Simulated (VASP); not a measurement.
Consider the following.

```xyz
2
Lattice="0.0000 2.8845 2.8845 2.8845 0.0000 2.8845 2.8845 2.8845 0.0000" Properties=species:S:1:pos:R:3 pbc="T T T"
Ge     0.0000     0.0000     0.0000
Ge     1.4422     1.4422     1.4422
```

Method: SCAN meta-GGA, VASP's PBE PAW potentials (set 64) (plane waves; VASP 6.6.1). Settings: 520 eV cut-off, 8×8×8 Γ-centred mesh, Gaussian smearing of 0.050 eV, potentials Ge_d.

Estimate the energy per atom (σ→0), pressure, band gap (on the k-mesh) with the smallest direct gap where there is one.

- band gap (on the k-mesh) = none (metal, semimetal or under 0.01 eV)
- energy per atom (σ→0) = -19.039 eV/atom
- pressure = -3.55 GPa

The absolute energy has meaning only against runs of the same code, potentials and settings.

The compound is Ge in the diamond structure. This cell is one point of a volume scan, at 1.06 of the reference volume.
